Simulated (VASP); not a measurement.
Here is a VASP 6.6.1 calculation.

File INCAR:

```
SYSTEM = ScAgB4F2
PREC = Accurate
ENCUT = 520
EDIFF = 1E-7
ISMEAR = 0
SIGMA = 0.1
LREAL = .FALSE.
LASPH = .TRUE.
NELM = 100
ALGO = Normal
ISIF = 2
LWAVE = .FALSE.
LCHARG = .FALSE.
GGA = PE
IVDW = 12
NBANDS = 34
```

The input KPOINTS:

```
regular mesh
0
G
  6 6 2
  0 0 0
```

File POSCAR:

```
ScAgB4F2
1.0
    3.1157292553      0.0000000000      0.0000000000
   -1.5578646277      2.6983006864      0.0000000000
    0.0000000000      0.0000000000     10.9584082989
Sc Ag B F
1 1 4 2
Direct
    0.0000000000      0.0000000000      0.0000000000
    0.0000000000      0.0000000000      0.5000000000
    0.3333333333      0.6666666667      0.8547687267
    0.6666666667      0.3333333333      0.8547687267
    0.3333333333      0.6666666667      0.1452312733
    0.6666666667      0.3333333333      0.1452312733
    0.0000000000      0.0000000000      0.6877391432
    0.0000000000      0.0000000000      0.3122608568
```

Potentials or basis: VASP PAW PBE potentials, release 64 (Sc_sv, Ag, B, F).

Launch:

```sh
$ cat potpaw_PBE.64/Sc_sv/POTCAR potpaw_PBE.64/Ag/POTCAR potpaw_PBE.64/B/POTCAR potpaw_PBE.64/F/POTCAR > POTCAR
$ mpirun -np 1 vasp_std > vasp.out
```

**Question.** Predict the pressure.

**Answer.** 0.0 GPa.

**Question.** What does it give for the largest force?

**Answer.** 0.032 eV/Å.

Forces in eV/Å, atoms in the order of the input:
```
Sc   0.000  0.000  0.000
Ag   0.000  0.000  0.000
B    0.000  0.000 -0.027
B    0.000  0.000 -0.027
B    0.000  0.000  0.027
B    0.000  0.000  0.027
F    0.000  0.000  0.032
F    0.000  0.000 -0.032
```

Caveat: the k mesh is coarse (spacing up to 0.39 Å⁻¹), so the values aren't converged; pairwise dispersion overbinds metals, which lowers pressure and volume.
